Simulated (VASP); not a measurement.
## Zn (Zinc): input slips in a relaxation and what they do

Some relaxations of Zn (Zinc) get a fault in the input on purpose. Which of them show, and how? The starting structure is a measured crystal structure from the Crystallography Open Database. The first relaxation on each setting starts from this cell expanded by 3 % in volume.

Program: VASP 6.6.1. Level of theory: Kohn-Sham DFT with plane waves and PAW; PBEsol. Results are calculated unless marked as measured.

The database entry behind the starting cell differs from later determinations by our own check (about 0.3 % long), so it need not match the best structure at ambient conditions.

## 1. Set-up

Symmetry: P6_3/mmc, No. 194, hexagonal system. The conventional cell has a = 2.670 Å, b = 2.670 Å, c = 4.966 Å, α = 90.00°, β = 90.00°, γ = 120.00°. Nearest to Zn lie 12 Zn at 2.67 to 2.92 Å.

## 2. Reference relaxation

This run starts from the cell of an earlier relaxation, which isn't shown; the restart sets up the plane waves anew.

Contents of INCAR:

```
SYSTEM = Zn
PREC = Accurate
ENCUT = 450
EDIFF = 1E-06
NELM = 100
ISMEAR = 1
SIGMA = 0.15
LREAL = .FALSE.
ALGO = Normal
GGA = PS
NBANDS = 18
LORBIT = 11
LWAVE = .FALSE.
LCHARG = .FALSE.
KPAR = 2
IBRION = 2
NSW = 50
ISIF = 3
EDIFFG = -0.004
```

Contents of POSCAR:

```
Zn
1.0
    2.5996997819      0.0000000000      0.0000000000
   -1.2998498910      2.2514060533      0.0000000000
    0.0000000000      0.0000000000      4.8889923593
Zn
2
Direct
    0.6666666667      0.3333333333      0.7500000000
    0.3333333333      0.6666666667      0.2500000000
```

Contents of KPOINTS:

```
Automatic mesh
0
Gamma
20 20 10
0 0 0
```

PAW data sets: Zn (PBE family, release 64).

On the command line:

```
$ mpirun -np 2 vasp_std
```

What it wrote:

```text
[banner, memory and clock lines left out]
running    2 mpi-ranks, on    1 nodes
 distrk:  each k-point on    1 cores,    2 groups
 distr:  one band on    1 cores,    1 groups

 POSCAR found type information on POSCAR Zn
 POSCAR found :  1 types and       2 ions
|                                                                             |
|               ----> ADVICE to this user running VASP <----                  |
|                                                                             |
|     You enforced a specific xc type in the INCAR file but a different       |
|     [... a line on the potential file left out ...]
|     I HOPE YOU KNOW WHAT YOU ARE DOING!                                     |
|                                                                             |

 LDA part: xc-table for (Slater+PW92), standard interpolation
 POSCAR, INCAR and KPOINTS ok, starting setup
 FFT: planning ... GRIDC
 FFT: planning ... GRID_SOFT
 FFT: planning ... GRID
 WAVECAR not read
 entering main loop
       N       E                     dE             d eps       ncg     rms          rms(c)
DAV:   1     0.100373526275E+03    0.10037E+03   -0.11474E+04  9904   0.196E+03
DAV:   2     0.349873476119E+00   -0.10002E+03   -0.97164E+02  9538   0.281E+02
DAV:   3    -0.347536290305E+01   -0.38252E+01   -0.38123E+01 10748   0.640E+01
DAV:   4    -0.349406905373E+01   -0.18706E-01   -0.18702E-01 10512   0.455E+00
DAV:   5    -0.349409241712E+01   -0.23363E-04   -0.23363E-04 10278   0.142E-01    0.475E+00
DAV:   6    -0.318579207938E+01    0.30830E+00   -0.13082E+00 10230   0.251E+01    0.335E+00
DAV:   7    -0.317030745201E+01    0.15485E-01   -0.46818E-02 12204   0.386E+00    0.174E+00
DAV:   8    -0.316272667134E+01    0.75808E-02   -0.21748E-03 12730   0.705E-01    0.568E-02
DAV:   9    -0.316268296380E+01    0.43708E-04   -0.25941E-04 12900   0.226E-01    0.325E-02
DAV:  10    -0.316268729779E+01   -0.43340E-05   -0.22211E-05  9818   0.429E-02    0.284E-03
DAV:  11    -0.316268713376E+01    0.16403E-06   -0.54960E-07  5562   0.119E-02
   1 F= -.31626871E+01 E0= -.31627140E+01  d E =-.316269E+01
[... from here on, the cycles between the ionic steps are left out ...]
   2 F= -.31627077E+01 E0= -.31627238E+01  d E =-.205631E-04
   3 F= -.31626947E+01 E0= -.31626941E+01  d E =-.755666E-05
   4 F= -.31627089E+01 E0= -.31627184E+01  d E =-.217753E-04
   5 F= -.31627094E+01 E0= -.31627220E+01  d E =-.223060E-04
   6 F= -.31627245E+01 E0= -.31627160E+01  d E =-.150939E-04
   7 F= -.31627274E+01 E0= -.31627150E+01  d E =-.179957E-04
   8 F= -.31627334E+01 E0= -.31627134E+01  d E =-.239811E-04
   9 F= -.31627462E+01 E0= -.31627118E+01  d E =-.367480E-04
  10 F= -.31627755E+01 E0= -.31627150E+01  d E =-.660530E-04
  11 F= -.31628547E+01 E0= -.31627580E+01  d E =-.145307E-03
  12 F= -.31631677E+01 E0= -.31630835E+01  d E =-.458295E-03
  13 F= -.31638307E+01 E0= -.31637953E+01  d E =-.112121E-02
  14 F= -.31658621E+01 E0= -.31659359E+01  d E =-.315265E-02
  15 F= -.31596644E+01 E0= -.31596107E+01  d E =0.304503E-02
  16 F= -.31664878E+01 E0= -.31665928E+01  d E =-.377832E-02
  17 F= -.31663641E+01 E0= -.31663666E+01  d E =-.365462E-02
  18 F= -.31665375E+01 E0= -.31666053E+01  d E =-.382811E-02
  19 F= -.31665402E+01 E0= -.31666220E+01  d E =-.383074E-02
  20 F= -.31668910E+01 E0= -.31669669E+01  d E =-.350810E-03
  21 F= -.31675399E+01 E0= -.31675964E+01  d E =-.999683E-03
  22 F= -.31676399E+01 E0= -.31676861E+01  d E =-.109968E-02
  23 F= -.31676429E+01 E0= -.31676853E+01  d E =-.110273E-02
  24 F= -.31676440E+01 E0= -.31676873E+01  d E =-.110381E-02
  25 F= -.31676501E+01 E0= -.31676901E+01  d E =-.614633E-05
  26 F= -.31676650E+01 E0= -.31676948E+01  d E =-.209981E-04
  27 F= -.31676697E+01 E0= -.31676949E+01  d E =-.257180E-04
  28 F= -.31676759E+01 E0= -.31676917E+01  d E =-.318766E-04
  29 F= -.31676752E+01 E0= -.31676850E+01  d E =0.653734E-06
 trial-energy change:    0.000001  1 .order   -0.000001   -0.000008    0.000006
 step:   0.2714(harm=  0.2714)  dis= 0.00000  next Energy=    -3.167678 (dE=-0.220E-05)
 bond charge predicted
       N       E                     dE             d eps       ncg     rms          rms(c)
DAV:   1    -0.316768961192E+01   -0.14604E-04   -0.18016E-04 10348   0.200E-01    0.257E-02
DAV:   2    -0.316767939702E+01    0.10215E-04   -0.33859E-05 10504   0.122E-01    0.108E-02
DAV:   3    -0.316767726123E+01    0.21358E-05   -0.99351E-07  5288   0.179E-02    0.561E-03
DAV:   4    -0.316767619253E+01    0.10687E-05   -0.66096E-07  6836   0.126E-02    0.589E-04
DAV:   5    -0.316767618798E+01    0.45475E-08   -0.26753E-07  4756   0.637E-03
  30 F= -.31676762E+01 E0= -.31676886E+01  d E =-.321714E-06
 curvature:  -0.26 expect dE=-0.505E-06 dE for cont linesearch -0.606E-08
 trial: gam= 0.37746 g(F)=  0.825E-49 g(S)=  0.198E-05 ort =-0.852E-06 (trialstep = 0.435E+00)
 search vector abs. value=  0.569E-05
 reached required accuracy - stopping structural energy minimisation
```

The job ended after 10 min (2 MPI ranks of AMD EPYC 7R43, shared host; peak memory 0.35 GiB).

Lines that name or quote the potential files are left out of all logs, and their timing lines are given in words.

OUTCAR, selected parts (step 2):

```text
ion  position               nearest neighbor table
   1  0.667  0.333  0.750-   2 2.87   2 2.87   2 2.87   2 2.87   2 2.87   2 2.87
   2  0.333  0.667  0.250-   1 2.87   1 2.87   1 2.87   1 2.87   1 2.87   1 2.87

  LATTYP: Found a hexagonal cell.
 ALAT       =     2.5996997819
 C/A-ratio  =     1.8805988266

 Subroutine GETGRP returns: Found 24 space group operations
 (whereof 12 operations were pure point group operations)

The static configuration has the point symmetry D_3d.
 The point group associated with its full space group is D_6h.

 Found    264 irreducible k-points:

   k-points           NKPTS =    264   k-points in BZ     NKDIM =    264   number of bands    NBANDS=     18

   dimension x,y,z NGX =    18 NGY =   18 NGZ =   36
   dimension x,y,z NGXF=    36 NGYF=   36 NGZF=   72

   ENCUT  =  450.0 eV  33.07 Ry    5.75 a.u.   4.50  4.50  8.46*2*pi/ulx,y,z

   NELECT =      24.0000    total number of electrons

 k-points in reciprocal lattice and weights: Automatic mesh
   0.00000000  0.00000000  0.00000000       0.000
   0.05000000  0.00000000  0.00000000       0.002
   0.10000000  0.00000000  0.00000000       0.002
   0.15000000  0.00000000  0.00000000       0.002
   0.20000000  0.00000000  0.00000000       0.002
   0.25000000  0.00000000  0.00000000       0.002
   0.30000000  0.00000000  0.00000000       0.002
   0.35000000  0.00000000  0.00000000       0.002
   0.40000000  0.00000000  0.00000000       0.002
[...]
0.30000000  0.30000000  0.50000000       0.002
   0.35000000  0.30000000  0.50000000       0.002

 average (electrostatic) potential at core
       1 -36.3262       2 -36.3262

 E-fermi :   3.5494

 k-point     1 :       0.0000    0.0000    0.0000
  band No.  band energies     occupation
    ...
      9      -3.9531      2.00000
     10      -3.6491      2.00000
     11      -3.6491      2.00000
     12      -0.2804      2.00000
     13       1.1594      2.00000
     14      19.6666      0.00000
     15      20.9419      0.00000
     16      20.9420      0.00000
     17      22.3692      0.00000
     18      22.7098      0.00000

 k-point     2 :       0.0500    0.0000    0.0000
  band No.  band energies     occupation
    ...
      9      -3.9617      2.00000
     10      -3.7009      2.00000
     11      -3.6470      2.00000
     12      -0.1492      2.00000
     13       1.1977      2.00000
     14      19.4393      0.00000
     15      19.7481      0.00000
     16      20.1456      0.00000
     17      21.5209      0.00000
     18      23.3808      0.00000

 k-point     3 :       0.1000    0.0000    0.0000
  band No.  band energies     occupation
    ...
      9      -3.9855      2.00000
     10      -3.8226      2.00000
     11      -3.6420      2.00000
     12       0.2199      2.00000
     13       1.3165      2.00000
     14      17.0426      0.00000
     15      18.9210      0.00000
     16      19.9784      0.00000
     17      20.8081      0.00000
     18      22.8482      0.00000

  Total       -0.0031189     -0.0031189     -0.0079134      0.0000000      0.0000000      0.0000000
  in kB       -0.1778794     -0.1778794     -0.4513249      0.0000000      0.0000000      0.0000000
  external PRESSURE =      -0.2690279 kB  Pullay stress =       0.0000000 kB

  energy-cutoff  :      450.00
  volume of cell :       28.09
      direct lattice vectors                 reciprocal lattice vectors
     2.637623690 -0.000000000 -0.000000000     0.379129140  0.218890311  0.000000000
    -1.318811845  2.284249121  0.000000000     0.000000000  0.437780622  0.000000000
    -0.000000000 -0.000000000  4.662612350     0.000000000  0.000000000  0.214472044

 POSITION                                       TOTAL-FORCE (eV/Angst)
 -----------------------------------------------------------------------------------
      1.31881      0.76142      3.49696        -0.000000      0.000000     -0.000000
     -0.00000      1.52283      1.16565         0.000000     -0.000000      0.000000
 -----------------------------------------------------------------------------------
    total drift:                                0.000000     -0.000000      0.000000

  FREE ENERGIE OF THE ION-ELECTRON SYSTEM (eV)
  ---------------------------------------------------
  free  energy   TOTEN  =        -3.1676761880 eV

  energy  without entropy=       -3.1677133926  energy(sigma->0) =       -3.16768859

 reached required accuracy - stopping structural energy minimisation

 total charge
# of ion       s       p       d       tot
------------------------------------------
    1        0.596   0.502   9.725  10.823
    2        0.596   0.502   9.725  10.823
--------------------------------------------------
tot          1.192   1.004  19.450  21.646

[... 3 further parts left out ...]
```

CONTCAR:

```
Zn
   1.00000000000000
     2.6376236902226387   -0.0000000000008507   -0.0000000000000002
    -1.3188118451627850    2.2842491213169440    0.0000000000000000
    -0.0000000000000000   -0.0000000000000006    4.6626123504316830
  Zn
     2
Direct
     0.6666666667000030    0.3333333332999970    0.7500000000000000
     0.3333333332999970    0.6666666667000030    0.2500000000000000
```

Logs of long relaxations may skip ionic steps without a mark.

The PAW data sets were made with PBE, which is usual practice but a small mismatch for other functionals. The run keeps the 24 symmetry operations of its start, so it cannot find a distortion of lower symmetry.

The reference relaxation ends at 14.046 Å³ an atom.

## 3. Relaxation with too few electronic steps

A slip made on purpose: too few electronic steps. Against step 2 the input has NELM = 4 (also changed: NSW).

Changes to INCAR since step 2:

```diff
@@ -4,3 +4,3 @@
 EDIFF = 1E-06
-NELM = 100
+NELM = 4
 ISMEAR = 1
@@ -16,3 +16,3 @@
 IBRION = 2
-NSW = 50
+NSW = 30
 ISIF = 3
```

Contents of POSCAR:

```
Zn
1.0
    2.6964373629      0.0000000000      0.0000000000
   -1.3482186815      2.3351832560      0.0000000000
    0.0000000000      0.0000000000      5.0151715147
Zn
2
Direct
    0.6666666667      0.3333333333      0.7500000000
    0.3333333333      0.6666666667      0.2500000000
```

KPOINTS is that of step 2.

On the command line:

```
$ mpirun -np 2 vasp_std
```

What it wrote:

```text
[banner, memory and clock lines left out]
running    2 mpi-ranks, on    1 nodes
[...]
[... a notice as in an earlier step ...]

 LDA part: xc-table for (Slater+PW92), standard interpolation
 POSCAR, INCAR and KPOINTS ok, starting setup
[...]
entering main loop
       N       E                     dE             d eps       ncg     rms          rms(c)
DAV:   1     0.101204314326E+03    0.10120E+03   -0.11513E+04  9704   0.189E+03
DAV:   2     0.516331693577E+00   -0.10069E+03   -0.98078E+02  9568   0.280E+02
DAV:   3    -0.333782217726E+01   -0.38542E+01   -0.38410E+01 10810   0.637E+01
DAV:   4    -0.335757735614E+01   -0.19755E-01   -0.19750E-01 10396   0.468E+00
|                                                                             |
|           W    W    AA    RRRRR   N    N  II  N    N   GGGG   !!!           |
|           W    W   A  A   R    R  NN   N  II  NN   N  G    G  !!!           |
|           W    W  A    A  R    R  N N  N  II  N N  N  G       !!!           |
[...]
|     EEEEE    RRRRRR   RRRRRR   O     O  RRRRRR       #       #       #      |
|     E        R   R    R   R    O     O  R   R                               |
|     E        R    R   R    R   O     O  R    R      ###     ###     ###     |
|     EEEEEEE  R     R  R     R  OOOOOOO  R     R     ###     ###     ###     |
|                                                                             |
|     Orbital orthonormalization failed in the inversion of matrix            |
|     LAPACK: Routine ZPOTRF failed! kpoint: 1 spin: 1                        |
|                                                                             |
|     Possible solutions for this issue are:                                  |
|     - Please check whether the atoms are too close to each other.           |
|     - Decreasing POTIM might help during relaxations or MDs.                |
|     - Deleting CHGCAR or WAVECAR if incompatible with the structure.        |
|     - Try calculating without symmetrizing (ISYM = 0 or ISYM = -1).         |
|     - As last resort: using a different PAW for some of the atoms.          |
|                                                                             |
|       ---->  I REFUSE TO CONTINUE WITH THIS SICK JOB ... BYE!!! <----       |
|                                                                             |

1
1
```

The job ended after 36 s (2 MPI ranks).

VASP stopped with this message: “Orbital orthonormalization failed in the inversion of matrix LAPACK: Routine ZPOTRF failed! kpoint: 1 spin: 1”.

## 4. Relaxation with too few ionic steps

A slip made on purpose: too few ionic steps. Against step 2 the input has NSW = 2 (also changed: NELM).

Changes to INCAR since step 3:

```diff
@@ -4,3 +4,3 @@
 EDIFF = 1E-06
-NELM = 4
+NELM = 60
 ISMEAR = 1
@@ -16,3 +16,3 @@
 IBRION = 2
-NSW = 30
+NSW = 2
 ISIF = 3
```

POSCAR is that of step 3.

KPOINTS is that of step 3.

On the command line:

```
$ mpirun -np 2 vasp_std
```

What it wrote:

```text
[... set-up lines as in an earlier step ...]
 entering main loop
       N       E                     dE             d eps       ncg     rms          rms(c)
[... 4 cycles as in an earlier step ...]
DAV:   5    -0.335760468068E+01   -0.27325E-04   -0.27324E-04 10322   0.154E-01    0.380E+00
DAV:   6    -0.310577428257E+01    0.25183E+00   -0.11376E+00 10224   0.223E+01    0.284E+00
DAV:   7    -0.309436606744E+01    0.11408E-01   -0.38123E-02 12142   0.337E+00    0.150E+00
DAV:   8    -0.308832232100E+01    0.60437E-02   -0.21282E-03 12550   0.662E-01    0.512E-02
DAV:   9    -0.308828945120E+01    0.32870E-04   -0.22983E-04 12634   0.209E-01    0.370E-02
DAV:  10    -0.308829438513E+01   -0.49339E-05   -0.21355E-05  9826   0.404E-02    0.303E-03
DAV:  11    -0.308829418042E+01    0.20470E-06   -0.62594E-07  5324   0.142E-02
   1 F= -.30882942E+01 E0= -.30883021E+01  d E =-.308829E+01
[...]
N       E                     dE             d eps       ncg     rms          rms(c)
DAV:   1    -0.778960954819E+01   -0.47013E+01   -0.39500E+01 10196   0.109E+02    0.162E+01
DAV:   2    -0.382222120400E+01    0.39674E+01   -0.19926E+01 10016   0.105E+02    0.473E+00
DAV:   3    -0.332216511454E+01    0.50006E+00   -0.15033E+00 10662   0.229E+01    0.256E+00
DAV:   4    -0.317776600150E+01    0.14440E+00   -0.66912E-02 10140   0.328E+00    0.932E-01
DAV:   5    -0.316430898317E+01    0.13457E-01   -0.11938E-02 13276   0.255E+00    0.124E-01
DAV:   6    -0.316455203281E+01   -0.24305E-03   -0.17527E-03 10710   0.421E-01    0.403E-02
DAV:   7    -0.316451731794E+01    0.34715E-04   -0.30507E-04  9830   0.327E-01    0.139E-02
DAV:   8    -0.316451611549E+01    0.12024E-05   -0.38585E-06 10298   0.311E-02    0.555E-03
DAV:   9    -0.316451532634E+01    0.78915E-06   -0.86624E-07  5126   0.205E-02
   2 F= -.31645153E+01 E0= -.31645849E+01  d E =-.762211E-01
 trial-energy change:   -0.076221  1 .order   -0.069363   -0.156342    0.017616
 step:   0.9168(harm=  0.8987)  dis= 0.00000  next Energy=    -3.165244 (dE=-0.770E-01)
```

It took 2.3 min on 2 MPI ranks; peak memory 0.35 GiB.

OUTCAR, selected parts (step 4):

```text
  Total        0.1893554      0.1893554      0.1046346     -0.0000000      0.0000000      0.0000000
  in kB       10.6884260     10.6884260      5.9062415     -0.0000000      0.0000000      0.0000000
  external PRESSURE =       9.0943645 kB  Pullay stress =       0.0000000 kB

 POSITION                                       TOTAL-FORCE (eV/Angst)
 -----------------------------------------------------------------------------------
      1.29525      0.74781      3.66303         0.000000     -0.000000     -0.000000
     -0.00000      1.49562      1.22101        -0.000000      0.000000      0.000000
 -----------------------------------------------------------------------------------
    total drift:                               -0.000000      0.000000      0.000000

  FREE ENERGIE OF THE ION-ELECTRON SYSTEM (eV)
  ---------------------------------------------------
  free  energy   TOTEN  =        -3.1645153263 eV

  energy  without entropy=       -3.1647240963  energy(sigma->0) =       -3.16458492

[... 1 part as in an earlier step ...]

[... 2 further parts left out ...]
[key lines of the parts left out:]
E-fermi :   3.3967
```

The relaxation used up its 2 ionic steps (NSW) before forces and stress met EDIFFG.

[end of part 1 of 2]

[Lines on the potential files, build, host, timing and source positions are cut from VASP's logs without a mark.]

[Logs are printed without paths, hosts, clocks, repeated set-up lines and the standing remarks that a program may print on its own settings, such as how far it seeks lower states.]

[Hosts, paths, dates, database ids (printed as entryN), source tags and the programs' standing remarks are cut or masked in the printed files.]
